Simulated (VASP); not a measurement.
OSZICAR of a VASP run on C (diamond):

File OSZICAR:
```
       N       E                     dE             d eps       ncg     rms          rms(c)
DAV:   1    -0.271778912289E+01   -0.27178E+01   -0.51660E+03  1688   0.102E+03
DAV:   2    -0.213893009293E+02   -0.18672E+02   -0.18043E+02  2496   0.118E+02
DAV:   3    -0.214848875285E+02   -0.95587E-01   -0.95587E-01  1808   0.115E+01
DAV:   4    -0.214849654282E+02   -0.77900E-04   -0.77900E-04  2528   0.309E-01
DAV:   5    -0.214849654335E+02   -0.52537E-08   -0.52537E-08  1816   0.196E-03    0.534E+00
DAV:   6    -0.203955526383E+02    0.10894E+01   -0.72760E+00  2168   0.364E+01    0.355E+00
DAV:   7    -0.204602218372E+02   -0.64669E-01   -0.12900E-02  1784   0.151E+00    0.323E+00
DAV:   8    -0.203078149680E+02    0.15241E+00   -0.83622E-01  2048   0.744E+00    0.756E-01
DAV:   9    -0.204497982090E+02   -0.14198E+00   -0.26937E-01  2000   0.518E+00    0.640E-01
DAV:  10    -0.204551364098E+02   -0.53382E-02   -0.16915E-03  1840   0.550E-01    0.459E-01
DAV:  11    -0.204910761017E+02   -0.35940E-01   -0.84372E-03  1888   0.100E+00    0.139E-01
DAV:  12    -0.204914507633E+02   -0.37466E-03   -0.90815E-04  1848   0.267E-01    0.421E-02
DAV:  13    -0.204914185100E+02    0.32253E-04   -0.16394E-05  2264   0.446E-02    0.251E-02
DAV:  14    -0.204914032007E+02    0.15309E-04   -0.29115E-05  2320   0.550E-02    0.353E-03
DAV:  15    -0.204914122968E+02   -0.90961E-05   -0.90796E-06  1800   0.314E-02    0.394E-04
DAV:  16    -0.204914125704E+02   -0.27363E-06   -0.32505E-07  1664   0.736E-03    0.604E-04
DAV:  17    -0.204914126612E+02   -0.90762E-07   -0.21142E-08   904   0.155E-03
   1 F= -.20491413E+02 E0= -.20491413E+02  d E =0.000000E+00
       N       E                     dE             ncg
```

Question: Which electronic solver shows in the log?

Answer: It is blocked Davidson (ALGO = Normal, or the opening steps of other solvers). The INCAR had ALGO = Normal.

Question: Can the final energy be trusted as converged?

Answer: Self-consistency was reached. It stopped with EDIFF = 1E-7, NELM = 100 (revTPSS meta-GGA, plane waves, VASP's PBE PAW potentials (set 64)).

The compound is C in the diamond structure. It was relaxed first.
